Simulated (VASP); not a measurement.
# MgTl: single point with LDA

The system is MgTl.

```xyz
2
Lattice="3.5698 0.0000 0.0000 0.0000 3.5698 0.0000 0.0000 0.0000 3.5698" Properties=species:S:1:pos:R:3 pbc="T T T"
Mg    0.0000    0.0000    0.0000
Tl    1.7849    1.7849    1.7849
```

The cell isn't the ideal one: relaxed again under DFT LDA, scalar-relativistic, plane waves, PAW.

```yaml
Program: VASP 6.6.1
Task: single point
Functional: LDA
Potentials_or_basis: VASP PAW LDA potentials, release 64 (Mg, Tl_d)
Cutoff: 520 eV
k_mesh: 12 × 12 × 12
Occupations: gaussian, width 0.1 eV
Spin: no spin polarisation
```

```yaml
Pressure: -0.3 GPa
Band_gap_on_the_k_mesh: none (metal or under the smearing width)
```

Levels at points of the mesh, in eV from the Fermi level:
| k point | band 4 | band 5 | band 6 | band 7 | band 8 | band 9 | band 10 | band 11 |
| --- | --- | --- | --- | --- | --- | --- | --- | --- |
| (0.00, 0.00, 0.00) | -11.50 | -11.50 | -9.96 | 2.45 | 2.45 | 2.45 | 3.80 | 5.45 |
| (0.50, 0.00, 0.00) | -11.62 | -11.48 | -7.57 | -5.12 | 4.76 | 4.76 | 6.12 | 6.35 |
| (0.50, 0.50, 0.00) | -11.63 | -11.28 | -5.55 | -2.75 | -2.75 | -0.19 | 7.52 | 8.34 |
| (0.50, 0.50, 0.50) | -11.27 | -11.27 | -3.58 | -0.39 | -0.39 | -0.39 | 2.18 | 2.18 |

It took 23 s on 1 thread of Intel(R) Xeon(R) Platinum 8488C (Sapphire Rapids), on a shared host, peak memory 0.18 GiB.

The run has no spin-orbit coupling, so splittings on Tl are missing.
